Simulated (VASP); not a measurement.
All values below come from r2SCAN meta-GGA, VASP's PBE PAW potentials (set 64) (plane waves; VASP).

VASP ran on this input.

### INCAR
```
PREC  =  Accurate
EDIFF  =  1E-6
ALGO  =  Normal   # blocked Davidson
MAGMOM  =  2.5
LMAXMIX  =  4   # l cut-off of mixed one-centre charges
ISPIN  =  2   # spin-polarised
SYSTEM  =  Fe
NSW  =  60   # most ionic steps
ISMEAR  =  1   # Methfessel-Paxton
ENCUT  =  480   # plane-wave cut-off (eV)
LCHARG  =  .FALSE.
SIGMA  =  0.1
LREAL  =  .FALSE.   # projection in real space or not
ISIF  =  3
LORBIT  =  10
LASPH  =  .TRUE.   # aspherical one-centre terms
IBRION  =  2
METAGGA  =  R2SCAN
LMIXTAU  =  .TRUE.
NELM  =  100
LWAVE  =  .FALSE.
EDIFFG  =  -0.01   # ionic stop
```

### KPOINTS
```
Automatic mesh
0
gamma
16 16 16
0 0 0
```

**POSCAR**
```
Fe
1
   -1.4350000000     1.4350000000     1.4350000000
    1.4350000000    -1.4350000000     1.4350000000
    1.4350000000     1.4350000000    -1.4350000000
Fe
1
Direct
  0.0000000000   0.0000000000   0.0000000000
```

POTCAR, in this order: Fe (PBE.64 set). Program: vasp_std.

The run wrote:

### OSZICAR
```
       N       E                     dE             d eps       ncg     rms          rms(c)
DAV:   1     0.990810393911E+01    0.99081E+01   -0.40493E+03  5452   0.104E+03
DAV:   2    -0.155718967069E+02   -0.25480E+02   -0.23717E+02  5254   0.132E+02
DAV:   3    -0.158977731188E+02   -0.32588E+00   -0.32460E+00  5849   0.210E+01
DAV:   4    -0.158997068485E+02   -0.19337E-02   -0.19336E-02  5699   0.150E+00
DAV:   5    -0.158997308549E+02   -0.24006E-04   -0.24006E-04  5662   0.151E-01    0.119E+01
DAV:   6    -0.142812663548E+02    0.16185E+01   -0.23606E+01  5562   0.771E+01    0.937E+00
DAV:   7    -0.143410202992E+02   -0.59754E-01   -0.35959E+00  5936   0.260E+01    0.520E+00
DAV:   8    -0.143584471967E+02   -0.17427E-01   -0.88645E-02  5790   0.279E+00    0.224E+00
DAV:   9    -0.143533328509E+02    0.51143E-02   -0.91168E-02  6110   0.338E+00    0.804E-01
DAV:  10    -0.143555458087E+02   -0.22130E-02   -0.17030E-02  6189   0.143E+00    0.243E-01
DAV:  11    -0.143562133112E+02   -0.66750E-03   -0.16602E-03  5427   0.652E-01    0.137E-01
DAV:  12    -0.143562001361E+02    0.13175E-04   -0.16002E-05  5464   0.491E-02    0.818E-02
DAV:  13    -0.143561980329E+02    0.21032E-05   -0.30442E-05  5579   0.742E-02    0.118E-02
DAV:  14    -0.143561901350E+02    0.78980E-05   -0.79466E-06  5331   0.386E-02    0.581E-03
DAV:  15    -0.143561902517E+02   -0.11673E-06   -0.77324E-07  2645   0.134E-02
   1 F= -.14356190E+02 E0= -.14356034E+02  d E =-.143562E+02  mag=     2.6297
       N       E                     dE             d eps       ncg     rms          rms(c)
DAV:   1    -0.143806484015E+02   -0.24458E-01   -0.62049E-01  5443   0.140E+01    0.152E+00
DAV:   2    -0.143570607313E+02    0.23588E-01   -0.21014E-01  5647   0.703E+00    0.147E+00
DAV:   3    -0.143572672736E+02   -0.20654E-03   -0.93827E-03  5543   0.146E+00    0.598E-01
DAV:   4    -0.143569985308E+02    0.26874E-03   -0.23736E-04  5394   0.238E-01    0.123E-01
DAV:   5    -0.143568116316E+02    0.18690E-03   -0.44309E-04  5839   0.195E-01    0.356E-02
DAV:   6    -0.143568185556E+02   -0.69240E-05   -0.35046E-05  5344   0.790E-02    0.131E-02
DAV:   7    -0.143568175577E+02    0.99781E-06   -0.32000E-06  5270   0.212E-02
   2 F= -.14356818E+02 E0= -.14356854E+02  d E =-.627306E-03  mag=     2.5907
       N       E                     dE             d eps       ncg     rms          rms(c)
DAV:   1    -0.143598522514E+02   -0.30337E-02   -0.69746E-02  5443   0.472E+00    0.507E-01
DAV:   2    -0.143571470621E+02    0.27052E-02   -0.25343E-02  5663   0.241E+00    0.516E-01
DAV:   3    -0.143571281749E+02    0.18887E-04   -0.12154E-03  5566   0.530E-01    0.206E-01
DAV:   4    -0.143570931171E+02    0.35058E-04   -0.31048E-05  5417   0.882E-02    0.455E-02
DAV:   5    -0.143570700374E+02    0.23080E-04   -0.48086E-05  5622   0.666E-02    0.114E-02
DAV:   6    -0.143570723816E+02   -0.23441E-05   -0.26486E-06  5226   0.203E-02    0.512E-03
DAV:   7    -0.143570733857E+02   -0.10041E-05   -0.29284E-07  2644   0.647E-03    0.209E-03
DAV:   8    -0.143570733472E+02    0.38455E-07   -0.81919E-08  2620   0.460E-03
   3 F= -.14357073E+02 E0= -.14357031E+02  d E =-.883095E-03  mag=     2.5984
```

File OUTCAR:
```
------------------------ aborting loop because EDIFF is reached ----------------------------------------
  FORCE on cell =-STRESS in cart. coord.  units (eV):
  Direction    XX          YY          ZZ          XY          YZ          ZX
  --------------------------------------------------------------------------------------
  Total        0.0017678      0.0017678      0.0017678     -0.0000000      0.0000000      0.0000000
  in kB        0.2426849      0.2426849      0.2426849     -0.0000000      0.0000000      0.0000000
  external PRESSURE =       0.2426849 kB  Pullay stress =       0.0000000 kB
  volume of cell :       11.67
      direct lattice vectors                 reciprocal lattice vectors
    -1.428930989  1.428930989  1.428930989     0.000000000  0.349911930  0.349911930
     1.428930989 -1.428930989  1.428930989     0.349911930  0.000000000  0.349911930
     1.428930989  1.428930989 -1.428930989     0.349911930  0.349911930  0.000000000
 POSITION                                       TOTAL-FORCE (eV/Angst)
 -----------------------------------------------------------------------------------
      0.00000     -0.00000      0.00000        -0.000000     -0.000000     -0.000000
 -----------------------------------------------------------------------------------
    total drift:                                0.000000      0.000000      0.000000
  FREE ENERGIE OF THE ION-ELECTRON SYSTEM (eV)
  ---------------------------------------------------
  free  energy   TOTEN  =       -14.3570733472 eV

  energy  without entropy=      -14.3569476848  energy(sigma->0) =      -14.35703146

 total charge

# of ion       s       p       d       tot
------------------------------------------
    1        0.480   0.555   6.182   7.217

 magnetization (x)

# of ion       s       p       d       tot
------------------------------------------
    1       -0.015  -0.120   2.801   2.667

 reached required accuracy - stopping structural energy minimisation
```
(Selected blocks of OUTCAR.)

CONTCAR:
```
Fe
   1.00000000000000
    -1.4289309886281896    1.4289309886281896    1.4289309886281896
     1.4289309886281896   -1.4289309886281896    1.4289309886281896
     1.4289309886281896    1.4289309886281896   -1.4289309886281896
  Fe
     1
Direct
     0.0000000000000000    0.0000000000000000    0.0000000000000000
```

The compound is Fe in the bcc structure. This run relaxes it. Symmetry was kept, so distortions that lower it aren't found.
